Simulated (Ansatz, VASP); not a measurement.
# AlNi in two plane-wave programs, part 2 of 2

Aim: how closely do two programs agree when they are given the same cell, functional and k mesh? The cell is taken from a series of runs on this material, whose earlier steps may have relaxed, scaled, displaced or heated it; both programs get it as it stands.

VASP 6.6.1 and Ansatz 0.2.0.

So far: Set-up; Ansatz: zone-centre phonons, LDA.

## Step 3: VASP: zone-centre phonons, LDA

Level of this step: LDA, no spin polarisation; plane waves and PAW (Al, Ni) (VASP).

The same cell, functional (in two slightly different forms), mesh and smearing now go to VASP, with its own data sets.

Lines of VASP's logs that name or quote its potential files are left out, and so is its time.

INCAR reads:

```
SYSTEM = AlNi
PREC = Accurate
ENCUT = 600
EDIFF = 1E-08
NELM = 120
ISMEAR = 1
SIGMA = 0.2
LREAL = .FALSE.
ALGO = Normal
GGA = PW92
NBANDS = 12
LASPH = .TRUE.
LORBIT = 11
LWAVE = .FALSE.
LCHARG = .FALSE.
ISIF = 2
IBRION = 8
GGA_COMPAT = .FALSE.
KPAR = 2
```

POSCAR reads:

```
AlNi
1.0
    2.8937374559      0.0514558256      0.0000000000
    0.0514558256      2.8937374559      0.0000000000
    0.0000000000      0.0000000000      2.7646104503
Al Ni
1 1
Direct
    0.0000000000      0.0000000000      0.0000000000
    0.5000000000      0.5000000000      0.5000000000
```

KPOINTS reads:

```
Automatic mesh
0
Gamma
16 16 16
0 0 0
```

PAW data sets: Al and Ni (LDA family, release 64).

Started as:

```sh
mpirun -np 2 vasp_std
```

Numbers of over 12 decimals in the logs are rounded to 6 here.

Output:

```text
[banner, memory and clock lines left out]
running    2 mpi-ranks, on    1 nodes
 distrk:  each k-point on    1 cores,    2 groups
 distr:  one band on    1 cores,    1 groups

 POSCAR found type information on POSCAR AlNi
 POSCAR found :  2 types and       2 ions
|                                                                             |
|               ----> ADVICE to this user running VASP <----                  |
|                                                                             |
|     You enforced a specific xc type in the INCAR file but a different       |
|     [... a line on the potential file left out ...]
|     I HOPE YOU KNOW WHAT YOU ARE DOING!                                     |
|                                                                             |

 LDA part: xc-table for (Slater(with rela. corr.)+PW92), standard interpolation
 POSCAR, INCAR and KPOINTS ok, starting setup
 FFT: planning ... GRIDC
 FFT: planning ... GRID_SOFT
 FFT: planning ... GRID
 WAVECAR not read
 entering main loop
       N       E                     dE             d eps       ncg     rms          rms(c)
DAV:   1     0.440699527287E+02    0.44070E+02   -0.62154E+03 15924   0.129E+03
DAV:   2    -0.117788385368E+02   -0.55849E+02   -0.51716E+02 16124   0.210E+02
DAV:   3    -0.135581221467E+02   -0.17793E+01   -0.17613E+01 19124   0.437E+01
DAV:   4    -0.135815113329E+02   -0.23389E-01   -0.23381E-01 17512   0.451E+00
DAV:   5    -0.135820993449E+02   -0.58801E-03   -0.58800E-03 18928   0.795E-01    0.119E+01
DAV:   6    -0.152148147089E+02   -0.16327E+01   -0.45269E+01 17560   0.110E+02    0.147E+01
DAV:   7    -0.121934921983E+02    0.30213E+01   -0.13720E+01 17724   0.659E+01    0.102E+00
DAV:   8    -0.121787748839E+02    0.14717E-01   -0.29353E-01 19180   0.622E+00    0.101E+00
DAV:   9    -0.121631261448E+02    0.15649E-01   -0.46742E-02 19188   0.322E+00    0.168E-01
DAV:  10    -0.121627612477E+02    0.36490E-03   -0.10297E-03 19316   0.469E-01    0.816E-02
DAV:  11    -0.121627603404E+02    0.90728E-06   -0.36834E-05 20104   0.664E-02    0.207E-02
DAV:  12    -0.121627597240E+02    0.61640E-06   -0.27543E-06 21300   0.264E-02    0.510E-03
DAV:  13    -0.121627595233E+02    0.20069E-06   -0.68315E-07 23664   0.987E-03    0.136E-03
DAV:  14    -0.121627595264E+02   -0.30525E-08   -0.21082E-08 13028   0.145E-03
   1 F= -.12162760E+02 E0= -.12162698E+02  d E =-.185345E-03
 Linear response reoptimize wavefunctions to high precision
DAV:   1    -0.121627595260E+02    0.39313E-09   -0.75248E-09 16176   0.148E-03
DAV:   2    -0.121627595260E+02   -0.15007E-10   -0.12527E-10  8948   0.110E-04
 Linear response DOF=           4
 Linear response progress:
  Degree of freedom:   1/  4
       N       E                     dE             d eps       ncg     rms          rms(c)
RMM:   1    -0.607051150633E-02   -0.60705E-02    0.39077E-03 62731   0.678E-01
RMM:   2    -0.574202980761E-02    0.32848E-03   -0.16273E-05 41242   0.247E-01    0.627E-02
RMM:   3    -0.572468311543E-02    0.17347E-04   -0.12227E-04 45825   0.899E-02    0.304E-02
RMM:   4    -0.579111662155E-02   -0.66434E-04   -0.47056E-05 45384   0.532E-02    0.608E-03
RMM:   5    -0.579520960682E-02   -0.40930E-05   -0.36874E-06 46870   0.128E-02    0.150E-03
RMM:   6    -0.579411601132E-02    0.10936E-05   -0.15251E-07 45113   0.338E-03    0.930E-04
RMM:   7    -0.579408945127E-02    0.26560E-07   -0.20866E-08 43471   0.166E-03    0.659E-04
RMM:   8    -0.579418445402E-02   -0.95003E-07   -0.50475E-09 49351   0.517E-04    0.206E-04
RMM:   9    -0.579421820768E-02   -0.33754E-07   -0.40551E-10 49842   0.139E-04    0.486E-05
RMM:  10    -0.579419685489E-02    0.21353E-07   -0.14806E-10 49559   0.489E-05    0.477E-06
RMM:  11    -0.579420463313E-02   -0.77782E-08   -0.11551E-10 50043   0.198E-05    0.119E-06
 first order change of Fermi-energy   0.81680E-04
 force on displaced ion       1 direction 1 :  -6.041   1.086   0.000
 Linear response progress:
  Degree of freedom:   2/  4
       N       E                     dE             d eps       ncg     rms          rms(c)
RMM:   1    -0.522934178642E-02   -0.52293E-02    0.60633E-04 34877   0.595E-01
RMM:   2    -0.497436695991E-02    0.25497E-03   -0.10171E-04 23494   0.209E-01    0.550E-02
RMM:   3    -0.496552527337E-02    0.88417E-05   -0.78922E-05 25648   0.730E-02    0.282E-02
RMM:   4    -0.502494608626E-02   -0.59421E-04   -0.35691E-05 25477   0.460E-02    0.542E-03
RMM:   5    -0.502789152152E-02   -0.29454E-05   -0.23582E-06 26283   0.107E-02    0.183E-03
RMM:   6    -0.502779444912E-02    0.97072E-07   -0.12984E-07 24314   0.358E-03    0.993E-04
RMM:   7    -0.502781573845E-02   -0.21289E-07   -0.23514E-08 23727   0.199E-03    0.481E-04
RMM:   8    -0.502791656110E-02   -0.10082E-06   -0.66227E-09 27753   0.539E-04    0.225E-04
RMM:   9    -0.502802206435E-02   -0.10550E-06   -0.97046E-10 27582   0.134E-04    0.262E-05
RMM:  10    -0.502800217236E-02    0.19892E-07   -0.17115E-10 28053   0.420E-05    0.905E-06
RMM:  11    -0.502800793310E-02   -0.57607E-08   -0.96743E-11 27231   0.164E-05    0.999E-07
 first order change of Fermi-energy  -0.20015E-03
 force on displaced ion       1 direction 3 :  -0.000   0.000  -5.978
 Linear response progress:
  Degree of freedom:   3/  4
       N       E                     dE             d eps       ncg     rms          rms(c)
RMM:   1    -0.188580985291E+00   -0.18858E+00   -0.10114E-01 41409   0.270E+00
RMM:   2    -0.187047612439E+00    0.15334E-02   -0.17704E-03 41643   0.528E-01    0.130E-01
RMM:   3    -0.187073318153E+00   -0.25706E-04   -0.14735E-04 44751   0.103E-01    0.766E-02
RMM:   4    -0.187485205873E+00   -0.41189E-03   -0.16711E-04 48297   0.998E-02    0.543E-03
RMM:   5    -0.187469947183E+00    0.15259E-04   -0.35340E-06 49384   0.196E-02    0.328E-03
RMM:   6    -0.187467052462E+00    0.28947E-05   -0.26339E-07 44888   0.635E-03    0.231E-03
RMM:   7    -0.187460456173E+00    0.65963E-05   -0.12213E-07 49222   0.373E-03    0.533E-04
RMM:   8    -0.187456266222E+00    0.41900E-05   -0.11202E-08 51036   0.850E-04    0.907E-05
RMM:   9    -0.187455956098E+00    0.31012E-06   -0.33163E-09 51962   0.209E-04    0.270E-05
RMM:  10    -0.187455729505E+00    0.22659E-06   -0.27588E-09 52259   0.735E-05    0.743E-06
RMM:  11    -0.187455729765E+00   -0.26063E-09   -0.27725E-09 51167   0.421E-05    0.134E-06
 first order change of Fermi-energy  -0.72328E-03
 force on displaced ion       2 direction 1 :  -6.049   1.083   0.000
 Linear response progress:
  Degree of freedom:   4/  4
       N       E                     dE             d eps       ncg     rms          rms(c)
RMM:   1    -0.186432499472E+00   -0.18643E+00   -0.97897E-02 23270   0.269E+00
RMM:   2    -0.185304542083E+00    0.11280E-02   -0.17922E-03 23351   0.510E-01    0.125E-01
RMM:   3    -0.185267794020E+00    0.36748E-04   -0.13404E-04 25121   0.101E-01    0.741E-02
RMM:   4    -0.185608763339E+00   -0.34097E-03   -0.18736E-04 26947   0.107E-01    0.607E-03
RMM:   5    -0.185597166948E+00    0.11596E-04   -0.37730E-06 27323   0.216E-02    0.440E-03
RMM:   6    -0.185590324879E+00    0.68421E-05   -0.25128E-07 24586   0.647E-03    0.277E-03
RMM:   7    -0.185580421987E+00    0.99029E-05   -0.69312E-08 27395   0.273E-03    0.325E-04
RMM:   8    -0.185577319081E+00    0.31029E-05   -0.34895E-09 28717   0.530E-04    0.665E-05
RMM:   9    -0.185577125845E+00    0.19324E-06   -0.15291E-09 28475   0.204E-04    0.279E-05
RMM:  10    -0.185576762313E+00    0.36353E-06   -0.10925E-09 28407   0.810E-05    0.816E-06
RMM:  11    -0.185576817898E+00   -0.55585E-07   -0.13252E-09 28430   0.410E-05    0.136E-06
RMM:  12    -0.185576818765E+00   -0.86695E-09   -0.10504E-09 28797   0.248E-05    0.122E-06
 first order change of Fermi-energy   0.27663E-02
 force on displaced ion       2 direction 3 :  -0.000   0.000  -5.972
 Linear response finished
```

From OUTCAR (step 3):

```text
ion  position               nearest neighbor table
   1  0.000  0.000  0.000-   2 2.44   2 2.44   2 2.44   2 2.44   2 2.50   2 2.50   2 2.50   2 2.50

  LATTYP: Found a base centered orthorhombic cell.
 ALAT       =     4.0195932297
 B/A-ratio  =     1.0362074082
 C/A-ratio  =     0.6877836369

 Subroutine GETGRP returns: Found  8 space group operations
 (whereof  8 operations were pure point group operations)

The static configuration has the point symmetry D_2h.

 Found    657 irreducible k-points:

   k-points           NKPTS =    657   k-points in BZ     NKDIM =    657   number of bands    NBANDS=     12

   dimension x,y,z NGX =    24 NGY =   24 NGZ =   24
   dimension x,y,z NGXF=    48 NGYF=   48 NGZF=   48

   ENCUT  =  600.0 eV  44.10 Ry    6.64 a.u.   5.78  5.78  5.52*2*pi/ulx,y,z

   NELECT =      13.0000    total number of electrons

 k-points in reciprocal lattice and weights: Automatic mesh
   0.00000000  0.00000000  0.00000000       0.000
   0.06250000  0.00000000  0.00000000       0.001
   0.12500000  0.00000000  0.00000000       0.001
   0.18750000 -0.00000000  0.00000000       0.001
   0.25000000  0.00000000  0.00000000       0.001
   0.31250000  0.00000000  0.00000000       0.001
   0.37500000 -0.00000000  0.00000000       0.001
   0.43750000  0.00000000  0.00000000       0.001
   0.50000000  0.00000000  0.00000000       0.000
[...]
-0.43750000  0.43750000  0.50000000       0.000
   0.50000000  0.50000000  0.50000000       0.000

 average (electrostatic) potential at core
       1 -67.9321       2 -81.1661

  Total       -0.6243278     -0.6243278      0.0373310     -0.6476066      0.0000000      0.0000000
  in kB      -43.2223533    -43.2223533      2.5844329    -44.8339466      0.0000000      0.0000000
  external PRESSURE =     -27.9534246 kB  Pullay stress =       0.0000000 kB

  energy-cutoff  :      600.00
  volume of cell :       23.14
      direct lattice vectors                 reciprocal lattice vectors
     2.893737456  0.051455826  0.000000000     0.345683154 -0.006146865  0.000000000
     0.051455826  2.893737456  0.000000000    -0.006146865  0.345683154  0.000000000
     0.000000000  0.000000000  2.764610450     0.000000000  0.000000000  0.361714613

 POSITION                                       TOTAL-FORCE (eV/Angst)
 -----------------------------------------------------------------------------------
      0.00000      0.00000      0.00000         0.000000      0.000000      0.000000
      1.47260      1.47260      1.38231        -0.000000      0.000000      0.000000
 -----------------------------------------------------------------------------------
    total drift:                                0.000000     -0.000000     -0.000000

 Eigenvectors and eigenvalues of the dynamical matrix
 ----------------------------------------------------

   1 f  =    9.708740 THz    61.001810 2PiTHz  323.848693 cm-1    40.152103 meV
             X         Y         Z           dx          dy          dz
      0.000000  0.000000  0.000000     0.585182   -0.585182   -0.000000
      1.472597  1.472597  1.382305    -0.396941    0.396941   -0.000000

   2 f  =    8.889443 THz    55.854017 2PiTHz  296.519899 cm-1    36.763765 meV
             X         Y         Z           dx          dy          dz
      0.000000  0.000000  0.000000    -0.000000    0.000000    0.827829
      1.472597  1.472597  1.382305     0.000000   -0.000000   -0.560981

   3 f  =    8.097278 THz    50.876696 2PiTHz  270.096107 cm-1    33.487634 meV
             X         Y         Z           dx          dy          dz
      0.000000  0.000000  0.000000     0.585063    0.585063    0.000000
      1.472597  1.472597  1.382305    -0.397117   -0.397117    0.000000

   4 f/i=    0.001951 THz     0.012256 2PiTHz    0.065064 cm-1     0.008067 meV
             X         Y         Z           dx          dy          dz
      0.000000  0.000000  0.000000    -0.396941    0.396941   -0.000000
      1.472597  1.472597  1.382305    -0.585182    0.585182   -0.000000

   5 f/i=    0.002277 THz     0.014305 2PiTHz    0.075942 cm-1     0.009416 meV
             X         Y         Z           dx          dy          dz
      0.000000  0.000000  0.000000    -0.000000    0.000000    0.560981
      1.472597  1.472597  1.382305    -0.000000    0.000000    0.827829

   6 f/i=    0.004063 THz     0.025527 2PiTHz    0.135517 cm-1     0.016802 meV
             X         Y         Z           dx          dy          dz
      0.000000  0.000000  0.000000    -0.397117   -0.397117   -0.000000
      1.472597  1.472597  1.382305    -0.585063   -0.585063   -0.000000

 ELASTIC MODULI CONTR FROM IONIC RELAXATION (kBar)
 Direction    XX          YY          ZZ          XY          YZ          ZX
 --------------------------------------------------------------------------------
 XX           0.0000      0.0000      0.0000      0.0000      0.0000      0.0000
 YY           0.0000      0.0000      0.0000      0.0000      0.0000      0.0000
 ZZ           0.0000      0.0000      0.0000      0.0000      0.0000      0.0000
 XY           0.0000      0.0000      0.0000      0.0000      0.0000      0.0000
 YZ           0.0000      0.0000      0.0000      0.0000      0.0000      0.0000
 ZX           0.0000      0.0000      0.0000      0.0000      0.0000      0.0000
 --------------------------------------------------------------------------------
```

This run has no spin polarisation, so a moment on Ni, if there is one, isn't seen. Its electron count is odd, so without a moment it is a metal by construction.

## Step 4: Comparison

Known differences besides the potentials themselves: the data sets hold 21 valence electrons in Ansatz (on its PAW soft_1 files) and 13 in VASP; the cutoff is 420 eV in Ansatz and 600 eV in VASP; VASP's log shows a relativistic correction to its local exchange, Ansatz's none. Total energies have different zeros and are not compared.

Both answers:

| quantity | Ansatz | VASP | difference |
| --- | --- | --- | --- |
| optical mode 1 (cm⁻¹) | 268.2 | 270.1 | -0.69 % |
| optical mode 2 (cm⁻¹) | 294.8 | 296.5 | -0.59 % |
| optical mode 3 (cm⁻¹) | 321.6 | 323.8 | -0.69 % |

Modes are paired by rising frequency, not by their patterns, so a pair may set unlike modes beside each other; they are those without the splitting of longitudinal modes.

## Step 5: Summary of results

```yaml
r_m_s_difference_of_the_optical_zone_centre_modes_each_program_s_sorted_by_frequency_zone_centre_phonons_lda: 2.0 cm⁻¹
difference_in_optical_mode_1_zone_centre_phonons_lda: -0.7 %
```

In words: The r.m.s. difference of the optical zone-centre modes, each program's sorted by frequency is 2.0 cm⁻¹ (zone-centre phonons, LDA). The data sets hold unlike numbers of valence electrons (21 in Ansatz and 13 in VASP), so part of the differences comes from the potentials. Among the rows given in per cent, the largest difference of the zone-centre phonons, LDA pair is in optical mode 1, -0.7 %. How closely two codes agree says nothing of how well the functional describes the real material.

[Lines on the potential files, build, host, timing and source positions are cut from VASP's logs without a mark.]

[Logs are printed without paths, hosts, clocks, repeated set-up lines and the standing remarks that a program may print on its own settings, such as how far it seeks lower states.]

[Hosts, paths, dates, database ids (printed as entryN), source tags and the programs' standing remarks are cut or masked in the printed files.]
